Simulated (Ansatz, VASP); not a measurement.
# Sc in two plane-wave programs, part 2 of 2

One calculation is typed for both programs; each brings its own data sets. How far apart do they land? The cell is taken from a series of runs on this material, whose earlier steps may have relaxed, scaled, displaced or heated it; both programs get it as it stands.

VASP 6.6.1 and Ansatz 0.2.0.

So far: Set-up; Ansatz: zone-centre phonons, PBEsol, pair 1; VASP: zone-centre phonons, PBEsol, pair 1; Side by side.

## Step 5: Ansatz: zone-centre phonons, PBEsol, pair 2

Level of this step: Ansatz beside VASP: Kohn-Sham DFT, plane waves, PBEsol (Ansatz).

Second derivatives magnify differences that forces hide, and they need a tight electronic threshold. The cell compared in this pair holds 50.07 Å³, against 49.36 Å³ for the pair before.

The cell is taken from a series of runs on this material, whose earlier steps may have relaxed, scaled, displaced or heated it; both programs get it as it stands.

input.yaml reads:

```yaml
crystal:
  lattice:
    - [3.4087871772, 0.0, 0.0]
    - [-1.7043935886, 2.9520962915, 0.0]
    - [0.0, 0.0, 4.9759173284]
  atoms:
    - { symbol: Sc, position: [0.3333333333, 0.6666666667, 0.25] }
    - { symbol: Sc, position: [0.6666666667, 0.3333333333, 0.75] }
kpoints:
  mp_grid: { grid: [15, 15, 8] }
hamiltonian:
  xc: pbesol
  pseudopotentials: { kind: paw, azcp: { folder: soft_1 }, xc_functional: pbe }
scf:
  occupations: { method: methfessel_paxton, width: 0.2 }
output:
  eigenvalues: true
phonons:
  method: dfpt
```

Launch:

```console
$ ansatz run input.yaml --threads 4 --pin off --max-ram 10240MiB --backend cpu --events-out ev --progress --plain --runs-dir out
```

Numbers of over 12 decimals in the logs are rounded to 6 here.

What it wrote:

```text
[...]
Crystal: 2 atoms, lattice volume = 50.073 Å³
Basis set: ecut = 420 eV, 977 PW (Γ), exchange–correlation on 48×48×72 points (8 copies of the dense FFT grid, shifted against one another)
Bands: 15, of which v1, the nominal top of the filled ones, is band 11 counted from 1 (10 counted from 0)
Symmetry: 24 space group operations
k-points: 320 of 1800 (irreducible under 4 space group operations, time reversal used)
[...]
k-point 1: bands = [... 7 lower, -18.8909, 3.8656, 7.1948, 9.8050, 10.2265, 10.2265, 10.7703, 10.7703]
  k-point 2: bands = [... 7 lower, -18.9442, 4.2016, 6.7976, 9.6751, 10.1048, 10.1048, 10.5532, 10.5532]
  k-point 319: bands = [... 7 lower, -18.9533, 7.4710, 7.4710, 8.9672, 8.9672, 9.6065, 9.6065, 11.0011]
[...]
ASR residual: 1.110e-5 → 0.000e0 eV/Å²; symmetrization residual: 2.357e-13 eV/Å²
  ASR residual per site (eV/Å²): 1.11e-5 1.11e-5
  Γ frequencies (cm⁻¹): 0.00 0.00 0.00 142.35 142.35 243.97
[...]
[key lines of the parts left out:]
SCF converged after 8 iterations
Free energy (F): -4222.686283 eV
Fermi energy:    8.820113 eV
```

## Step 6: VASP: zone-centre phonons, PBEsol, pair 2

The same cell, functional, mesh and smearing now go to VASP, with its own data sets.

INCAR reads:

```
SYSTEM = Sc
PREC = Accurate
ENCUT = 500
EDIFF = 1E-08
NELM = 120
ISMEAR = 1
SIGMA = 0.2
LREAL = .FALSE.
ALGO = Normal
GGA = PS
NBANDS = 17
LASPH = .TRUE.
LORBIT = 11
LWAVE = .FALSE.
LCHARG = .FALSE.
ISIF = 2
IBRION = 8
GGA_COMPAT = .FALSE.
KPAR = 2
```

POSCAR reads:

```
Sc
1.0
    3.4087871772      0.0000000000      0.0000000000
   -1.7043935886      2.9520962915      0.0000000000
    0.0000000000      0.0000000000      4.9759173284
Sc
2
Direct
    0.3333333333      0.6666666667      0.2500000000
    0.6666666667      0.3333333333      0.7500000000
```

KPOINTS reads:

```
Automatic mesh
0
Gamma
15 15 8
0 0 0
```

Potentials, in the order of the species: Sc_sv (PBE family, release 64).

Launch:

```console
$ mpirun -np 2 vasp_std
```

What it wrote:

```text
[banner, memory and clock lines left out]
running    2 mpi-ranks, on    1 nodes
[...]
[... a notice as in an earlier step ...]

 LDA part: xc-table for (Slater+PW92), standard interpolation
 POSCAR, INCAR and KPOINTS ok, starting setup
[...]
entering main loop
       N       E                     dE             d eps       ncg     rms          rms(c)
DAV:   1     0.356177112606E+03    0.35618E+03   -0.10908E+04  4598   0.132E+03
DAV:   2     0.540657633158E+01   -0.35077E+03   -0.34465E+03  5726   0.571E+02
DAV:   3    -0.144132455779E+02   -0.19820E+02   -0.19177E+02  7616   0.158E+02
DAV:   4    -0.147313066408E+02   -0.31806E+00   -0.31725E+00  6671   0.199E+01
[...]
DAV:  12    -0.131558783340E+02   -0.11009E-05   -0.50021E-07  8225   0.816E-03    0.931E-04
DAV:  13    -0.131558780794E+02    0.25458E-06   -0.26537E-08  4748   0.134E-03    0.834E-05
DAV:  14    -0.131558780866E+02   -0.71400E-08   -0.14128E-09  4075   0.854E-04
   1 F= -.13155878E+02 E0= -.13154229E+02  d E =-.494624E-02
[...]
RMM:  26    -0.745439705220E+00   -0.65471E-09   -0.53042E-07 47946   0.553E-03    0.211E-07
RMM:  27    -0.745439705703E+00   -0.48237E-09   -0.52387E-07 48409   0.553E-03    0.196E-07
RMM:  28    -0.745439705770E+00   -0.66775E-10   -0.50254E-07 48550   0.553E-03    0.233E-07
 first order change of Fermi-energy   0.12975E-04
 force on displaced ion       1 direction 1 :  -1.698  -0.001   0.000
 Linear response progress:
  Degree of freedom:   2/  2
       N       E                     dE             d eps       ncg     rms          rms(c)
RMM:   1    -0.801612717917E+00   -0.80161E+00   -0.66282E+01  6614   0.218E+02
RMM:   2    -0.799835142360E+00    0.17776E-02   -0.14760E-01  9596   0.445E+00    0.132E-01
RMM:   3    -0.799784923322E+00    0.50219E-04   -0.11593E-02 11258   0.990E-01    0.479E-02
RMM:   4    -0.798774049778E+00    0.10109E-02   -0.17278E-03 12159   0.292E-01    0.157E-02
[...]
RMM:  21    -0.798574373070E+00    0.54528E-09   -0.11105E-06 15452   0.572E-03    0.352E-06
RMM:  22    -0.798574377063E+00   -0.39933E-08   -0.11298E-06 15814   0.572E-03    0.351E-06
RMM:  23    -0.798574371952E+00    0.51109E-08   -0.10866E-06 15673   0.572E-03    0.365E-06
 first order change of Fermi-energy   0.17696E-03
 force on displaced ion       1 direction 3 :  -0.000   0.000  -4.935
 Linear response finished
```

From OUTCAR (step 6):

```text
  Total       -1.4203036     -1.4203036     -0.0006348      0.0000000     -0.0000000      0.0000000
  in kB      -45.4452194    -45.4452194     -0.0203115      0.0000000     -0.0000000      0.0000000
  external PRESSURE =     -30.3035835 kB  Pullay stress =       0.0000000 kB

 POSITION                                       TOTAL-FORCE (eV/Angst)
 -----------------------------------------------------------------------------------
     -0.00000      1.96806      1.24398         0.000000     -0.000000      0.000000
      1.70439      0.98403      3.73194        -0.000000      0.000000      0.000000
 -----------------------------------------------------------------------------------
    total drift:                               -0.000000      0.000000     -0.000000

[... 1 part as in an earlier step ...]

[... 1 further part left out ...]
```

## Step 7: Side by side

Both answers:

```
                  quantity  Ansatz   VASP  difference
optical mode 1 to 2 (cm⁻¹)   142.3  143.3     -0.68 %
     optical mode 3 (cm⁻¹)   244.0  244.4     -0.16 %
```

Modes are paired by rising frequency, not by their patterns, so a pair may set unlike modes beside each other; they are those without the splitting of longitudinal modes.

## Step 8: Results

```yaml
r_m_s_difference_of_the_optical_zone_centre_modes_each_program_s_sorted_by_frequency_zone_centre_phonons_pbesol_pair_1: 1.2 cm⁻¹
difference_in_optical_mode_1_to_2_zone_centre_phonons_pbesol_pair_1: -1.0 %
r_m_s_difference_of_the_optical_zone_centre_modes_each_program_s_sorted_by_frequency_zone_centre_phonons_pbesol_pair_2: 0.83 cm⁻¹
difference_in_optical_mode_1_to_2_zone_centre_phonons_pbesol_pair_2: -0.7 %
```

**Reading.** The r.m.s. difference of the optical zone-centre modes, each program's sorted by frequency is 1.2 cm⁻¹ (zone-centre phonons, PBEsol, pair 1). Among the rows given in per cent, the largest difference of the zone-centre phonons, PBEsol, pair 1 pair is in optical mode 1 to 2, -1.0 %. Among the rows given in per cent, the largest difference of the zone-centre phonons, PBEsol, pair 2 pair is in optical mode 1 to 2, -0.7 %. How closely two codes agree says nothing of how well the functional describes the real material.

[Lines on the potential files, build, host, timing and source positions are cut from VASP's logs without a mark.]

[Logs are printed without paths, hosts, clocks, repeated set-up lines and the standing remarks that a program may print on its own settings, such as how far it seeks lower states.]

[Hosts, paths, dates, database ids (printed as entryN), source tags and the programs' standing remarks are cut or masked in the printed files.]
